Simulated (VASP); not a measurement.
# LaC2 (I4/mmm) in VASP: single point with LDA

Aim: the single point of LaC2 with LDA.

All numbers are computed with VASP 6.6.1; they aren't measurements. Logs are shortened: lines on timing, memory, paths and dates and some standing lists are left out, and cuts for length are marked.

## Step 1: The crystal as given

It takes space group I4/mmm (No. 139, tetragonal). The conventional cell has a = 3.859 Å, b = 3.859 Å, c = 6.496 Å, α = 90.00°, β = 90.00°, γ = 90.00°. La (site symmetry 4/mmm) has 10 C at 2.61 to 2.80 Å as nearest neighbours. Around C (site symmetry 4mm) lie 1 C at 1.29 Å.

## Step 2: Single point, LDA

INCAR

```
SYSTEM = LaC2
ALGO = Fast
EDIFF = 1E-6
ENCUT = 520
ISIF = 2
ISMEAR = 0
LASPH = .TRUE.
LCHARG = .TRUE.
LELF = .TRUE.
LREAL = .FALSE.
LVHAR = .TRUE.
LWAVE = .FALSE.
NBANDS = 16
NELM = 100
PREC = Accurate
SIGMA = 0.1
```

KPOINTS

```
k-points
0
G
  16 16 16
  0 0 0
```

POSCAR

```
LaC2
1.0
   -1.9293386113      1.9293386113      3.2479087893
    1.9293386113     -1.9293386113      3.2479087893
    1.9293386113      1.9293386113     -3.2479087893
La C
1 2
Direct
    0.0000000000      0.0000000000      0.0000000000
    0.4010891634      0.4010891634      0.0000000000
    0.5989108366      0.5989108366      0.0000000000
```

Potentials or basis: VASP PAW LDA potentials, release 64 (La, C).

Launch:

```bash
> cat potpaw_LDA.64/La/POTCAR potpaw_LDA.64/C/POTCAR > POTCAR
> mpirun -np 1 vasp_std > vasp.out
```

OUTCAR:

```text
SYSTEM = LaC2
   EDIFF = 1E-6
   ENCUT = 520
   ISIF = 2
   ISMEAR = 0
   LASPH = .TRUE.
   LREAL = .FALSE.
   NELM = 100
   PREC = Accurate

 ion  position               nearest neighbor table
   1  0.000  0.000  0.000-   2 2.61   3 2.61   3 2.80   2 2.80   3 2.80   3 2.80   3 2.80   2 2.80
                             2 2.80   2 2.80
   2  0.401  0.401  0.000-   3 1.29   1 2.61   1 2.80   1 2.80   1 2.80   1 2.80
   3  0.599  0.599  0.000-   2 1.29   1 2.61   1 2.80   1 2.80   1 2.80   1 2.80

  LATTYP: Found a body centered tetragonal cell.
 ALAT       =     3.8586772226
 C/A-ratio  =     1.6834311874

  Lattice vectors:

 A1 = (  -1.9293386113,   1.9293386113,   3.2479087893)
 A2 = (   1.9293386113,  -1.9293386113,   3.2479087893)
 A3 = (   1.9293386113,   1.9293386113,  -3.2479087893)

Analysis of symmetry for initial positions (statically):
=====================================================================
 Subroutine PRICEL returns:
 Original cell was already a primitive cell.

 Routine SETGRP: Setting up the symmetry group for a
 body centered tetragonal supercell.

 Subroutine GETGRP returns: Found 16 space group operations
 (whereof 16 operations were pure point group operations)
 out of a pool of 16 trial point group operations.

The static configuration has the point symmetry D_4h.

Analysis of symmetry for dynamics (positions and initial velocities):
=====================================================================
 Subroutine PRICEL returns:
 Original cell was already a primitive cell.

 Routine SETGRP: Setting up the symmetry group for a
 body centered tetragonal supercell.

 Subroutine GETGRP returns: Found 16 space group operations
 (whereof 16 operations were pure point group operations)
 out of a pool of 16 trial point group operations.

The dynamic configuration has the point symmetry D_4h.

 Subroutine INISYM returns: Found 16 space group operations
 (whereof 16 operations are pure point group operations),
 and found     1 'primitive' translations

----------------------------------------------------------------------------------------

                                     Primitive cell

  volume of cell :      48.3594

  direct lattice vectors                    reciprocal lattice vectors
    -1.929338611  1.929338611  3.247908789     0.000000000  0.259156167  0.153945210
     1.929338611 -1.929338611  3.247908789     0.259156167  0.000000000  0.153945210
     1.929338611  1.929338611 -3.247908789     0.259156167  0.259156167  0.000000000

  length of vectors
     4.241887134  4.241887134  4.241887134     0.301431662  0.301431662  0.366502167

[... 87 lines left out ...]
   NFREE  =      0    steps in history (QN), initial steepest desc. (CG)
   ISIF   =      2    stress and relaxation
   ISYM   =      2    0-nonsym 1-usesym 2-fastsym
   POTIM  = 0.5000    time-step for ionic-motion
   TEBEG  =    0.0;   TEEND  =   0.0 temperature during run
   PSTRESS=    0.0 pullay stress
   NELECT =      19.0000    total number of electrons
   NUPDOWN=      -1.0000    fix difference up-down
   EMIN   =  10.00;   EMAX   =-10.00  energy-range for DOS
   EFERMI =   0.00;   METHOD = LEGACY
   ISMEAR =     0;   SIGMA  =   0.10  broadening in eV -4-tet -1-fermi 0-gaus
   EFERMI_NEDOS =   21; number of points for ismear=-14 and -15
   IALGO  =     68    algorithm
   IMIX   =      4    mixing-type and parameters
     AMIX     =   0.40;   BMIX     =  1.00
     AMIX_MAG =   1.60;   BMIX_MAG =  1.00
  volume/ion in A,a.u.               =      16.12       108.78
  Fermi-wavevector in a.u.,A,eV,Ry     =   1.199037  2.265851 19.560945  1.437689
  Thomas-Fermi vector in A             =   2.334910
   LORBIT       =      0    0 simple, 1 ext, 2 COOP (PROOUT), +10 PAW based schemes
   GGA     = CA    functional components
   LHFCALC =     F    Hartree Fock is set to
   AEXX    =    0.0000 exact exchange contribution
   IVDW    =     0    specifies the selected vdW correction
   LEPSILON=     F    determine dielectric tensor
   LRPA    =     F    only Hartree local field effects (RPA)
 non-spin polarized calculation
 RMM-DIIS sequential band-by-band and
 Gauss-broadening in eV      SIGMA  =   0.10
  energy-cutoff  :      520.00
  volume of cell :       48.36
 maximum number of plane-waves:      1322
   NGX = 15   NGY = 15   NGZ = 15

 number of electron      19.0000000 magnetization

 Free energy of the ion-electron system (eV)
  ---------------------------------------------------
  ext. energy  EPLUGINS =         0.00000000
  ---------------------------------------------------
  free energy    TOTEN  =       -26.13663704 eV

  energy without entropy =      -26.13213491  energy(sigma->0) =      -26.13438598

 E-fermi :   7.5307     XC(G=0): -10.7373

 val. band max:        7.5282927494   @ k =   0.5000   0.5000   0.3750
 cond. band min:       7.5326185596   @ k =  -0.1875  -0.1875   0.1875
 fundamental gap:      0.0043258102
 Fermi energy:         7.5306584692

 k-point     1 :       0.0000    0.0000    0.0000
  band No.  band energies     occupation
      1     -24.5567      2.00000
      2      -8.1089      2.00000
      3      -8.1089      2.00000
      4      -7.9797      2.00000
      5      -7.1089      2.00000
      6       2.6920      2.00000
[... 433 lines left out ...]
      3      -8.1320      2.00000
      4      -7.9894      2.00000
      5      -6.8621      2.00000
      6       2.7059      2.00000
[... 8 lines left out ...]
     15      10.2850      0.00000
     16      10.3533      0.00000

 [... further k-points ...]

------------------------ aborting loop because EDIFF is reached ----------------------------------------

  FORCE on cell =-STRESS in cart. coord.  units (eV):
  Direction    XX          YY          ZZ          XY          YZ          ZX
  --------------------------------------------------------------------------------------
  -------------------------------------------------------------------------------------
  Total        0.0196411      0.0196411      0.1131244      0.0000000      0.0000000      0.0000000
  in kB        0.6507210      0.6507210      3.7478845      0.0000000      0.0000000      0.0000000
  external PRESSURE =       1.6831089 kB  Pullay stress =       0.0000000 kB

 VOLUME and BASIS-vectors are now :
 -----------------------------------------------------------------------------
  energy-cutoff  :      520.00
  volume of cell :       48.36
      direct lattice vectors                 reciprocal lattice vectors
    -1.929338611  1.929338611  3.247908789     0.000000000  0.259156167  0.153945210
     1.929338611 -1.929338611  3.247908789     0.259156167  0.000000000  0.153945210
     1.929338611  1.929338611 -3.247908789     0.259156167  0.259156167  0.000000000

 POSITION                                       TOTAL-FORCE (eV/Angst)
 -----------------------------------------------------------------------------------
      0.00000      0.00000      0.00000         0.000000      0.000000      0.000000
      0.00000      0.00000      2.60540        -0.000000     -0.000000     -0.096213
      0.00000      0.00000      3.89042        -0.000000     -0.000000      0.096213
 -----------------------------------------------------------------------------------
    total drift:                               -0.000000     -0.000000     -0.000000

  FREE ENERGIE OF THE ION-ELECTRON SYSTEM (eV)
  ---------------------------------------------------
  free  energy   TOTEN  =       -26.1366370438 eV

  energy  without entropy=      -26.1321349090  energy(sigma->0) =      -26.13438598
```

OSZICAR:

```text
N       E                     dE             d eps       ncg     rms          rms(c)
DAV:   1     0.148325333536E+03    0.14833E+03   -0.71280E+03 11464   0.162E+03
DAV:   2    -0.742030422782E+01   -0.15575E+03   -0.14387E+03 15168   0.240E+02
DAV:   3    -0.280177649283E+02   -0.20597E+02   -0.19778E+02 17744   0.114E+02
[... 13 lines left out ...]
RMM:  70    -0.261366348483E+02   -0.14193E-05   -0.12596E-05 11019   0.338E-02    0.104E-02
RMM:  71    -0.261366352998E+02   -0.45151E-06   -0.11214E-05  9592   0.345E-02    0.759E-03
RMM:  72    -0.261366358145E+02   -0.51472E-06   -0.10349E-05  9328   0.245E-02    0.616E-03
RMM:  73    -0.261366364036E+02   -0.58913E-06   -0.10645E-05  8671   0.272E-02    0.199E-03
RMM:  74    -0.261366370438E+02   -0.64021E-06   -0.98378E-06  8382   0.268E-02
   1 F= -.26136637E+02 E0= -.26134386E+02  d E =-.450213E-02
```

It took 21 min on 1 thread of Intel Xeon Platinum 8259CL at 2.50GHz (Skylake/Cascade Lake), shared host; peak memory 0.44 GiB.

Results:

```
Free energy            : -26.1366 eV
Pressure               : 0.2 GPa
Largest force          : 0.096 eV/Å
Band gap on the k mesh : none (metal or under the smearing width)
```

Forces on the atoms (eV/Å):
```
La   0.000  0.000  0.000
C    0.000  0.000 -0.096
C    0.000  0.000  0.096
```

Levels at points of the mesh, in eV from the Fermi level:
```tsv
k point	band 8	band 9	band 10	band 11	band 12	band 13
(0.00, 0.00, 0.00)	-3.15	-3.15	-0.10	-0.10	0.53	2.02
(0.50, 0.00, 0.00)	-4.64	-2.09	1.11	1.58	2.18	2.63
(0.50, 0.50, 0.00)	-3.37	-2.94	-2.36	2.28	2.38	2.43
(0.50, 0.50, 0.50)	-3.30	-2.58	-0.76	2.46	2.50	2.52
```
